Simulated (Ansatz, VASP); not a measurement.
## BeAl2 in VASP and in Ansatz

```
CELL_PARAMETERS angstrom
6.19403 0.00000 0.00000
-3.09702 5.36419 0.00000
0.00000 0.00000 6.67500
ATOMIC_POSITIONS crystal
Be 0.50000 0.00000 0.00000
Be 0.50000 0.50000 0.33333
Be 0.00000 0.50000 0.66667
Al 0.12394 0.24789 0.50000
Al 0.87606 0.12394 0.83333
Al 0.75211 0.87606 0.16667
Al 0.87606 0.75211 0.50000
Al 0.12394 0.87606 0.83333
Al 0.24789 0.12394 0.16667
```

Alike in both runs: functional PBE; k mesh 6 × 6 × 6; occupations gaussian, width 0.1 eV; no spin polarisation.

Ansatz relaxed the structure, and its values are those at the end. VASP's run is a single point on that final structure, the one shown.

|  | VASP | Ansatz |
| --- | --- | --- |
| version | VASP 6.6.1 | Ansatz 0.2.0 |
| potentials or method | VASP PAW PBE potentials, release 64 (Be, Al) | scalar-relativistic, plane waves, PAW |
| plane-wave cutoff (eV) | 520 | 420 |
| valence electrons in the cell | 24 | 24 |

|  | VASP | Ansatz | Ansatz less VASP |
| --- | --- | --- | --- |
| gap on the k mesh at the Fermi level (eV) | none | none | - |
| pressure (GPa) | 0.0 | 0.0 | +0.01 |

A gap of «none» marks a metal or a gap that the smearing closes. With one functional, cell and mesh, what is left measures potentials, basis and numerics.
